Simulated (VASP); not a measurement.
Input:

```yaml
crystal:
  lattice:
    - [0.00000, 2.83033, 2.83033]
    - [2.83033, 0.00000, 2.83033]
    - [2.83033, 2.83033, 0.00000]
  atoms:
    - { symbol: Li, position: [0.25000, 0.25000, 0.25000] }
    - { symbol: Li, position: [0.75000, 0.75000, 0.75000] }
    - { symbol: S, position: [0.00000, 0.00000, 0.00000] }
```

Method: TPSS meta-GGA, VASP's PBE PAW potentials (set 64) (plane waves; VASP). Numerical set-up: 520 eV cut-off, 8×8×8 Γ-centred mesh, tetrahedra with Blöchl corrections, potentials Li_sv S.

Task: Give the energies of bands 4 to 9 at the high-symmetry points, in eV from the valence-band maximum.

Result: 
```tsv
band	Γ	X	U	L	W
4	0.00	-2.25	-2.15	-3.00	-1.89
5	0.00	-1.46	-2.04	-0.52	-1.89
6	0.00	-1.46	-1.18	-0.52	-1.82
7	4.51	3.42	4.67	6.50	5.53
8	6.54	7.44	8.41	6.82	7.64
9	6.54	11.57	9.91	6.82	9.32
```

The gap is indirect, 3.42 eV, from the valence maximum at Γ to the conduction minimum at X.

The compound is Li2S in the antifluorite structure. It was relaxed first.
